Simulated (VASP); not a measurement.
NiSb (NiAs type): the lattice constant a from VASP (plane waves, PAW) at several levels of theory. Static lattice. The measured value holds thermal and zero-point effects that the static calculation lacks.

| level | lattice constant a (Å) | error against measurement |
|---|---|---|
| LDA | 3.879 | -1.7 % |
| PBE | 3.971 | +0.6 % |
| PBEsol | 3.913 | -0.8 % |
| SCAN | 3.905 | -1.0 % |
| r2SCAN | 3.928 | -0.5 % |

Measured: 3.946 Å (as given by Wikipedia, Breithauptite (infobox)).

The cell of the LDA run:

```cif
data_Ni2Sb2
_chemical_formula_sum 'Ni2 Sb2'
_space_group_name_H-M_alt 'P 1'
_space_group_IT_number 1
_cell_length_a 3.87889
_cell_length_b 3.87889
_cell_length_c 5.03203
_cell_angle_alpha 90.000
_cell_angle_beta 90.000
_cell_angle_gamma 120.000
loop_
_space_group_symop_operation_xyz
  'x, y, z'
loop_
_atom_site_label
_atom_site_type_symbol
_atom_site_fract_x
_atom_site_fract_y
_atom_site_fract_z
_atom_site_occupancy
Ni1 Ni 0.00000 0.00000 0.50000 1
Ni2 Ni 0.00000 0.00000 0.00000 1
Sb1 Sb 0.33333 0.66667 0.25000 1
Sb2 Sb 0.66667 0.33333 0.75000 1
```

Only levels that ran to the end are used. Left out are those held back, those with too coarse a band path, GW runs whose mesh misses a band edge, hybrids' fits of cells that aren't cubic and levels without matching references; a question may draw on a part of the rest.

The compound is NiSb in the NiAs type structure.
